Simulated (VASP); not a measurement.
# SiC (Moissanite 3C): accuracy against cost in the smearing and SCF threshold

How sensitive are energy and pressure of SiC (Moissanite 3C) to the smearing and SCF threshold? The series runs use PBE. The smearing tried: ISMEAR = -1, SIGMA = 0.01; ISMEAR = -1, SIGMA = 0.05; ISMEAR = -1, SIGMA = 0.1; ISMEAR = -1, SIGMA = 0.2; ISMEAR = -1, SIGMA = 0.5; ISMEAR = 2, SIGMA = 0.01; ISMEAR = 2, SIGMA = 0.05; ISMEAR = 2, SIGMA = 0.1; ISMEAR = 2, SIGMA = 0.2; ISMEAR = 2, SIGMA = 0.5; ISMEAR = -5. The SCF threshold tried: EDIFF = 0.01; EDIFF = 0.001; EDIFF = 1E-04; EDIFF = 1E-05; EDIFF = 1E-06; EDIFF = 1E-08. The start is a cell from a database of measured crystal structures.

Program: VASP 6.6.1. Level of theory: PBE; plane waves and PAW (Si, C). Results are calculated unless marked as measured.

## 1. Starting point

The structure is cubic, space group F-43m (No. 216). Conventional cell: a = 4.358 Å, b = 4.358 Å, c = 4.358 Å, α = 90.00°, β = 90.00°, γ = 90.00°. Nearest to Si lie 4 C at 1.89 Å. Nearest to C lie 4 Si at 1.89 Å. Farther neighbours are not listed.

Coordinates:

```cif
data_structure
_symmetry_space_group_name_H-M 'F-43m'
_symmetry_Int_Tables_number 216
_cell_length_a 4.3580
_cell_length_b 4.3580
_cell_length_c 4.3580
_cell_angle_alpha 90.000
_cell_angle_beta 90.000
_cell_angle_gamma 90.000
_cell_volume 82.77
loop_
_atom_site_label
_atom_site_type_symbol
_atom_site_symmetry_multiplicity
_atom_site_Wyckoff_symbol
_atom_site_fract_x
_atom_site_fract_y
_atom_site_fract_z
_atom_site_occupancy
Si1 Si 4 a 0.00000 0.00000 0.00000 1
C1 C 4 d 0.25000 0.25000 0.75000 1
```

## 2. Smearing: ISMEAR = -1, SIGMA = 0.01

With a gap, smearing should do nothing until its tail reaches across the gap. PBE, the usual starting point, adds the gradient of the density.

File INCAR:

```
SYSTEM = SiC
PREC = Accurate
ENCUT = 520
EDIFF = 1E-06
NELM = 100
ISMEAR = -1
SIGMA = 0.01
LREAL = .FALSE.
ALGO = Normal
GGA = PE
NBANDS = 10
LORBIT = 11
LWAVE = .FALSE.
LCHARG = .FALSE.
KPAR = 2
ISIF = 2
```

File POSCAR:

```
SiC
1.0
    0.0000000000      2.1790000000      2.1790000000
    2.1790000000      0.0000000000      2.1790000000
    2.1790000000      2.1790000000      0.0000000000
Si C
1 1
Direct
    0.0000000000      0.0000000000      0.0000000000
    0.2500000000      0.2500000000      0.2500000000
```

File KPOINTS:

```
Automatic mesh
0
Gamma
9 9 9
0 0 0
```

PAW data sets: Si and C (PBE family, release 64).

Launch:

```sh
$ mpirun -np 2 vasp_std
```

The log of the run:

```text
[banner, memory and clock lines left out]
running    2 mpi-ranks, on    1 nodes
 distrk:  each k-point on    1 cores,    2 groups
 distr:  one band on    1 cores,    1 groups

 POSCAR found type information on POSCAR SiC
 POSCAR found :  2 types and       2 ions
 LDA part: xc-table for (Slater+PW92), standard interpolation
 POSCAR, INCAR and KPOINTS ok, starting setup
 FFT: planning ... GRIDC
 FFT: planning ... GRID_SOFT
 FFT: planning ... GRID
 WAVECAR not read
 entering main loop
       N       E                     dE             d eps       ncg     rms          rms(c)
DAV:   1     0.516311977118E+01    0.51631E+01   -0.39729E+03   716   0.671E+02
DAV:   2    -0.162550867877E+02   -0.21418E+02   -0.19427E+02   946   0.115E+02
DAV:   3    -0.169099186690E+02   -0.65483E+00   -0.65335E+00   824   0.177E+01
DAV:   4    -0.169126464272E+02   -0.27278E-02   -0.27275E-02   788   0.140E+00
DAV:   5    -0.169126599563E+02   -0.13529E-04   -0.13529E-04   820   0.931E-02    0.881E+00
DAV:   6    -0.151154255827E+02    0.17972E+01   -0.67501E+00   730   0.125E+01    0.389E+00
DAV:   7    -0.150648540097E+02    0.50572E-01   -0.37438E-01   824   0.378E+00    0.178E+00
DAV:   8    -0.150571973179E+02    0.76567E-02   -0.20626E-02   714   0.103E+00    0.163E-01
DAV:   9    -0.150573344320E+02   -0.13711E-03   -0.14713E-03   922   0.234E-01    0.112E-01
DAV:  10    -0.150574414969E+02   -0.10706E-03   -0.20980E-04   772   0.969E-02    0.244E-02
DAV:  11    -0.150574436645E+02   -0.21676E-05   -0.37760E-05   792   0.344E-02    0.589E-03
DAV:  12    -0.150574440597E+02   -0.39515E-06   -0.14534E-06   436   0.828E-03
   1 F= -.15057444E+02 E0= -.15057444E+02  d E =-.231973E-11
```

Elapsed: 3 s, on 2 MPI ranks of AMD EPYC 9R14 (Zen 4), shared host; peak memory 0.2 GiB; 4.8 s of CPU time.

The logs omit lines about the potential files and the build; timing stands in the text.

Parts of OUTCAR (step 2):

```text
ion  position               nearest neighbor table
   1  0.000  0.000  0.000-   2 1.89   2 1.89   2 1.89   2 1.89
   2  0.250  0.250  0.250-   1 1.89   1 1.89   1 1.89   1 1.89

  LATTYP: Found a face centered cubic cell.
 ALAT       =     4.3580000000

 Subroutine GETGRP returns: Found 24 space group operations
 (whereof 24 operations were pure point group operations)

The static configuration has the point symmetry T_d .

 Found     35 irreducible k-points:

   k-points           NKPTS =     35   k-points in BZ     NKDIM =     35   number of bands    NBANDS=     10

   dimension x,y,z NGX =    24 NGY =   24 NGZ =   24
   dimension x,y,z NGXF=    48 NGYF=   48 NGZF=   48

   ENCUT  =  520.0 eV  38.22 Ry    6.18 a.u.   5.73  5.73  5.73*2*pi/ulx,y,z

   NELECT =       8.0000    total number of electrons

 k-points in reciprocal lattice and weights: Automatic mesh
   0.00000000  0.00000000  0.00000000       0.001
   0.11111111  0.00000000  0.00000000       0.011
   0.22222222  0.00000000  0.00000000       0.011
   0.33333333  0.00000000  0.00000000       0.011
   0.44444444  0.00000000  0.00000000       0.011
   0.11111111  0.11111111  0.00000000       0.008
   0.22222222  0.11111111  0.00000000       0.033
   0.33333333  0.11111111  0.00000000       0.033
   0.44444444  0.11111111  0.00000000       0.033
[...]
-0.33333333  0.44444444  0.11111111       0.033
  -0.33333333  0.44444444  0.22222222       0.033

 average (electrostatic) potential at core
       1 -80.3732       2 -44.7822

 E-fermi :   8.3117

 k-point     1 :       0.0000    0.0000    0.0000
  band No.  band energies     occupation
      1      -7.2962      2.00000
      2       8.1072      2.00000
      3       8.1072      2.00000
      4       8.1072      2.00000
      5      14.3411      0.00000
      6      15.4144      0.00000
      7      15.4144      0.00000
      8      15.4144      0.00000
      9      22.6135      0.00000
    ...

 k-point     2 :       0.1111    0.0000    0.0000
  band No.  band energies     occupation
      1      -7.0552      2.00000
      2       6.8944      2.00000
      3       7.9449      2.00000
      4       7.9449      2.00000
      5      14.5996      0.00000
      6      15.7052      0.00000
      7      15.7052      0.00000
      8      15.7920      0.00000
      9      21.5403      0.00000
    ...

 k-point     3 :       0.2222    0.0000    0.0000
  band No.  band energies     occupation
      1      -6.3460      2.00000
      2       4.4637      2.00000
      3       7.5924      2.00000
      4       7.5924      2.00000
      5      14.2154      0.00000
      6      16.0362      0.00000
      7      16.0362      0.00000
      8      17.1596      0.00000
      9      21.0514      0.00000
    ...

  Total        0.4154361      0.4154361      0.4154361      0.0000000     -0.0000000     -0.0000000
  in kB       32.1671912     32.1671912     32.1671912      0.0000000     -0.0000000     -0.0000000
  external PRESSURE =      32.1671912 kB  Pullay stress =       0.0000000 kB

  energy-cutoff  :      520.00
  volume of cell :       20.69
      direct lattice vectors                 reciprocal lattice vectors
     0.000000000  2.179000000  2.179000000    -0.229463056  0.229463056  0.229463056
     2.179000000  0.000000000  2.179000000     0.229463056 -0.229463056  0.229463056
     2.179000000  2.179000000  0.000000000     0.229463056  0.229463056 -0.229463056

 POSITION                                       TOTAL-FORCE (eV/Angst)
 -----------------------------------------------------------------------------------
      0.00000      0.00000      0.00000         0.000000      0.000000      0.000000
      1.08950      1.08950      1.08950        -0.000000     -0.000000     -0.000000
 -----------------------------------------------------------------------------------
    total drift:                                0.000000      0.000000      0.000000

  FREE ENERGIE OF THE ION-ELECTRON SYSTEM (eV)
  ---------------------------------------------------
  free  energy   TOTEN  =       -15.0574440597 eV

  energy  without entropy=      -15.0574440597  energy(sigma->0) =      -15.05744406

 total charge
# of ion       s       p       d       tot
------------------------------------------
    1        0.708   0.972   0.000   1.680
    2        0.837   1.709   0.000   2.546
--------------------------------------------------
tot          1.545   2.681   0.000   4.226

[... 3 further parts left out ...]
```

The gap is read on the k-mesh alone, so it is an upper bound where the band edges lie off the mesh.

This step gave:

```yaml
scf_cycles: 12
electrons: 8
bands: 10
irreducible_k_points: 35
symmetry_operations: 24
free_energy_toten: -15.06 eV
fermi_energy: 8.312 eV
pressure: 3.217 GPa
metallic: no
valence_top_at_k: 0, 0, 0
conduction_bottom_at_k: 0.4444, 0.4444, 0
least_direct_gap_at_k: 0.4444, 0.4444, 0
gap_on_the_k_mesh: 1.502 eV
least_direct_gap_on_the_k_mesh: 4.621 eV
```

The series starts at -7.5287 eV an atom and 3.22 GPa, after 12 cycles in 3 s. The entropy term T·S comes to 0.00 meV an atom in size.

## 3. Smearing: ISMEAR = -1, SIGMA = 0.05

INCAR: that of step 2 with these lines changed.

```diff
@@ -6,3 +6,3 @@
 ISMEAR = -1
-SIGMA = 0.01
+SIGMA = 0.05
 LREAL = .FALSE.
```

POSCAR is that of step 2.

KPOINTS is that of step 2.

Launch:

```sh
$ mpirun -np 2 vasp_std
```

The log of the run:

```text
[... set-up lines as in an earlier step ...]
 entering main loop
       N       E                     dE             d eps       ncg     rms          rms(c)
DAV:   1     0.515995351844E+01    0.51600E+01   -0.39729E+03   716   0.671E+02
DAV:   2    -0.162550867878E+02   -0.21415E+02   -0.19467E+02   946   0.115E+02
[... 2 cycles as in an earlier step ...]
DAV:   5    -0.169126599564E+02   -0.13529E-04   -0.13529E-04   820   0.931E-02    0.881E+00
DAV:   6    -0.151154255821E+02    0.17972E+01   -0.67501E+00   730   0.125E+01    0.389E+00
DAV:   7    -0.150648540093E+02    0.50572E-01   -0.37438E-01   824   0.378E+00    0.178E+00
DAV:   8    -0.150571973189E+02    0.76567E-02   -0.20626E-02   714   0.103E+00    0.163E-01
DAV:   9    -0.150573344327E+02   -0.13711E-03   -0.14713E-03   922   0.234E-01    0.112E-01
DAV:  10    -0.150574414974E+02   -0.10706E-03   -0.20980E-04   772   0.969E-02    0.244E-02
DAV:  11    -0.150574436656E+02   -0.21682E-05   -0.37760E-05   792   0.344E-02    0.589E-03
DAV:  12    -0.150574440594E+02   -0.39384E-06   -0.14534E-06   436   0.828E-03
   1 F= -.15057444E+02 E0= -.15057444E+02  d E =-.739779E-08
```

It took 3 s on 2 MPI ranks; peak memory 0.2 GiB; 4.7 s of CPU time.

From OUTCAR (step 3):

```text
  Total        0.4154361      0.4154361      0.4154361     -0.0000000     -0.0000000      0.0000000
  in kB       32.1671912     32.1671912     32.1671912     -0.0000000     -0.0000000      0.0000000
  external PRESSURE =      32.1671912 kB  Pullay stress =       0.0000000 kB

 POSITION                                       TOTAL-FORCE (eV/Angst)
 -----------------------------------------------------------------------------------
      0.00000      0.00000      0.00000        -0.000000     -0.000000     -0.000000
      1.08950      1.08950      1.08950         0.000000      0.000000      0.000000
 -----------------------------------------------------------------------------------
    total drift:                                0.000000      0.000000      0.000000

  FREE ENERGIE OF THE ION-ELECTRON SYSTEM (eV)
  ---------------------------------------------------
  free  energy   TOTEN  =       -15.0574440594 eV

  energy  without entropy=      -15.0574440520  energy(sigma->0) =      -15.05744406

[... 2 parts as in an earlier step ...]

[... 1 further part left out ...]
[key lines of the parts left out:]
E-fermi :   8.8538
```

Against the run before the energy at zero width stays within 0.01 meV an atom and the pressure within 0.01 GPa, after 12 cycles in 3 s. The entropy term T·S comes to 0.00 meV an atom in size.

## 4. Smearing: ISMEAR = -1, SIGMA = 0.1

INCAR: that of step 3 with these lines changed.

```diff
@@ -6,3 +6,3 @@
 ISMEAR = -1
-SIGMA = 0.05
+SIGMA = 0.1
 LREAL = .FALSE.
```

POSCAR is that of step 3.

KPOINTS is that of step 3.

Launch:

```sh
$ mpirun -np 2 vasp_std
```

The log of the run:

```text
[... set-up lines as in an earlier step ...]
 entering main loop
       N       E                     dE             d eps       ncg     rms          rms(c)
DAV:   1     0.515212386047E+01    0.51521E+01   -0.39729E+03   716   0.671E+02
DAV:   2    -0.162550867881E+02   -0.21407E+02   -0.19580E+02   946   0.115E+02
DAV:   3    -0.169099186687E+02   -0.65483E+00   -0.65335E+00   824   0.177E+01
DAV:   4    -0.169126464271E+02   -0.27278E-02   -0.27275E-02   788   0.140E+00
[...]
DAV:  10    -0.150574439043E+02   -0.10704E-03   -0.20975E-04   772   0.968E-02    0.244E-02
DAV:  11    -0.150574460791E+02   -0.21748E-05   -0.37736E-05   792   0.344E-02    0.589E-03
DAV:  12    -0.150574464751E+02   -0.39599E-06   -0.14527E-06   436   0.828E-03
   1 F= -.15057446E+02 E0= -.15057435E+02  d E =-.219901E-04
```

Elapsed: 3 s, on 2 MPI ranks; peak memory 0.21 GiB; 4.7 s of CPU time.

OUTCAR, selected parts (step 4):

```text
  Total        0.4154259      0.4154259      0.4154259      0.0000000      0.0000000     -0.0000000
  in kB       32.1663983     32.1663983     32.1663983      0.0000000      0.0000000     -0.0000000
  external PRESSURE =      32.1663983 kB  Pullay stress =       0.0000000 kB

  FREE ENERGIE OF THE ION-ELECTRON SYSTEM (eV)
  ---------------------------------------------------
  free  energy   TOTEN  =       -15.0574464751 eV

  energy  without entropy=      -15.0574244850  energy(sigma->0) =      -15.05743548

[... 3 parts as in an earlier step ...]

[... 1 further part left out ...]
[key lines of the parts left out:]
E-fermi :   8.8860
```

Against the run before the energy at zero width stays within 0.01 meV an atom and the pressure within 0.01 GPa, after 12 cycles in 3 s. The entropy term T·S comes to 0.01 meV an atom in size.

## 5. Smearing: ISMEAR = -1, SIGMA = 0.2

INCAR: that of step 4 with these lines changed.

```diff
@@ -6,3 +6,3 @@
 ISMEAR = -1
-SIGMA = 0.1
+SIGMA = 0.2
 LREAL = .FALSE.
```

POSCAR is that of step 4.

KPOINTS is that of step 4.

Launch:

```sh
$ mpirun -np 2 vasp_std
```

The log of the run:

```text
[... set-up lines as in an earlier step ...]
 entering main loop
       N       E                     dE             d eps       ncg     rms          rms(c)
DAV:   1     0.512832890933E+01    0.51283E+01   -0.39729E+03   716   0.671E+02
DAV:   2    -0.162550901459E+02   -0.21383E+02   -0.19689E+02   946   0.115E+02
DAV:   3    -0.169099207090E+02   -0.65483E+00   -0.65335E+00   824   0.177E+01
DAV:   4    -0.169126484648E+02   -0.27278E-02   -0.27275E-02   788   0.140E+00
[...]
DAV:  10    -0.150577742795E+02   -0.10626E-03   -0.20872E-04   772   0.968E-02    0.246E-02
DAV:  11    -0.150577766596E+02   -0.23801E-05   -0.37188E-05   792   0.344E-02    0.595E-03
DAV:  12    -0.150577770616E+02   -0.40204E-06   -0.14328E-06   448   0.823E-03
   1 F= -.15057777E+02 E0= -.15056845E+02  d E =-.186440E-02
```

Wall time 3 s (2 MPI ranks); peak memory 0.2 GiB.

From OUTCAR (step 5):

```text
  Total        0.4148712      0.4148712      0.4148712      0.0000000      0.0000000      0.0000000
  in kB       32.1234533     32.1234533     32.1234533      0.0000000      0.0000000      0.0000000
  external PRESSURE =      32.1234533 kB  Pullay stress =       0.0000000 kB

  FREE ENERGIE OF THE ION-ELECTRON SYSTEM (eV)
  ---------------------------------------------------
  free  energy   TOTEN  =       -15.0577770616 eV

  energy  without entropy=      -15.0559126664  energy(sigma->0) =      -15.05684486

[... 3 parts as in an earlier step ...]

[... 1 further part left out ...]
[key lines of the parts left out:]
E-fermi :   8.9776
```

Against the run before the energy at zero width moves by +0.30 meV an atom while the pressure stays within 0.01 GPa, after 12 cycles in 3 s. The entropy term T·S comes to 0.93 meV an atom in size.

## 6. Smearing: ISMEAR = -1, SIGMA = 0.5

INCAR: that of step 5 with these lines changed.

```diff
@@ -6,3 +6,3 @@
 ISMEAR = -1
-SIGMA = 0.2
+SIGMA = 0.5
 LREAL = .FALSE.
```

POSCAR is that of step 5.

KPOINTS is that of step 5.

Launch:

```sh
$ mpirun -np 2 vasp_std
```

The log of the run:

```text
[... set-up lines as in an earlier step ...]
 entering main loop
       N       E                     dE             d eps       ncg     rms          rms(c)
DAV:   1     0.500470476171E+01    0.50047E+01   -0.39729E+03   716   0.671E+02
DAV:   2    -0.162594610570E+02   -0.21264E+02   -0.19744E+02   946   0.115E+02
DAV:   3    -0.169138564171E+02   -0.65440E+00   -0.65276E+00   824   0.177E+01
DAV:   4    -0.169165834256E+02   -0.27270E-02   -0.27267E-02   788   0.140E+00
[...]
DAV:  10    -0.150803507046E+02   -0.98200E-04   -0.19755E-04   772   0.949E-02    0.254E-02
DAV:  11    -0.150803536153E+02   -0.29107E-05   -0.34528E-05   792   0.342E-02    0.617E-03
DAV:  12    -0.150803540336E+02   -0.41834E-06   -0.12761E-06   436   0.795E-03
   1 F= -.15080354E+02 E0= -.15035070E+02  d E =-.905671E-01
```

It took 3 s on 2 MPI ranks; peak memory 0.21 GiB; 4.9 s of CPU time.

From OUTCAR (step 6):

```text
  Total        0.4214969      0.4214969      0.4214969     -0.0000000     -0.0000000     -0.0000000
  in kB       32.6364793     32.6364793     32.6364793     -0.0000000     -0.0000000     -0.0000000
  external PRESSURE =      32.6364793 kB  Pullay stress =       0.0000000 kB

  FREE ENERGIE OF THE ION-ELECTRON SYSTEM (eV)
  ---------------------------------------------------
  free  energy   TOTEN  =       -15.0803540336 eV

  energy  without entropy=      -14.9897869177  energy(sigma->0) =      -15.03507048

[... 3 parts as in an earlier step ...]

[... 1 further part left out ...]
[key lines of the parts left out:]
E-fermi :   9.2649
```

Against the run before the energy at zero width moves by +10.89 meV an atom and the pressure by +0.05 GPa, after 12 cycles in 3 s. The entropy term T·S comes to 45.28 meV an atom in size.

## 7. Smearing: ISMEAR = 2, SIGMA = 0.01

INCAR: that of step 6 with these lines changed.

```diff
@@ -5,4 +5,4 @@
 NELM = 100
-ISMEAR = -1
-SIGMA = 0.5
+ISMEAR = 2
+SIGMA = 0.01
 LREAL = .FALSE.
```

POSCAR is that of step 6.

KPOINTS is that of step 6.

Launch:

```sh
$ mpirun -np 2 vasp_std
```

The log of the run:

```text
[... set-up lines as in an earlier step ...]
 entering main loop
       N       E                     dE             d eps       ncg     rms          rms(c)
DAV:   1     0.516370903862E+01    0.51637E+01   -0.39729E+03   716   0.671E+02
DAV:   2    -0.162550777236E+02   -0.21419E+02   -0.19427E+02   946   0.115E+02
DAV:   3    -0.169099186686E+02   -0.65484E+00   -0.65335E+00   824   0.177E+01
[... 3 cycles as in an earlier step ...]
DAV:   7    -0.150648540096E+02    0.50572E-01   -0.37438E-01   824   0.378E+00    0.178E+00
[... 1 cycle as in an earlier step ...]
DAV:   9    -0.150573344319E+02   -0.13711E-03   -0.14713E-03   922   0.234E-01    0.112E-01
DAV:  10    -0.150574414968E+02   -0.10706E-03   -0.20980E-04   772   0.969E-02    0.244E-02
DAV:  11    -0.150574436644E+02   -0.21676E-05   -0.37760E-05   792   0.344E-02    0.589E-03
DAV:  12    -0.150574440596E+02   -0.39517E-06   -0.14534E-06   436   0.828E-03
   1 F= -.15057444E+02 E0= -.15057444E+02  d E =-.125950E-31
```

Wall time 3 s (2 MPI ranks); peak memory 0.2 GiB.

Parts of OUTCAR (step 7):

```text
  Total        0.4154361      0.4154361      0.4154361      0.0000000      0.0000000      0.0000000
  in kB       32.1671910     32.1671910     32.1671910      0.0000000      0.0000000      0.0000000
  external PRESSURE =      32.1671910 kB  Pullay stress =       0.0000000 kB

  FREE ENERGIE OF THE ION-ELECTRON SYSTEM (eV)
  ---------------------------------------------------
  free  energy   TOTEN  =       -15.0574440596 eV

  energy  without entropy=      -15.0574440596  energy(sigma->0) =      -15.05744406

[... 3 parts as in an earlier step ...]

[... 1 further part left out ...]
[key lines of the parts left out:]
E-fermi :   8.1912
```

Methfessel-Paxton smearing is not meant for a cell with a gap.

Against the first of the series the energy at zero width stays within 0.01 meV an atom and the pressure within 0.01 GPa, after 12 cycles in 3 s. The entropy term T·S comes to 0.00 meV an atom in size.

[end of part 1 of 3]

[Lines on the potential files, build, host, timing and source positions are cut from VASP's logs without a mark.]

[Logs are printed without paths, hosts, clocks, repeated set-up lines and the standing remarks that a program may print on its own settings, such as how far it seeks lower states.]

[Hosts, paths, dates, database ids (printed as entryN), source tags and the programs' standing remarks are cut or masked in the printed files.]

[A measured line is paired with the nearest computed mode of its activity, which favours agreement.]
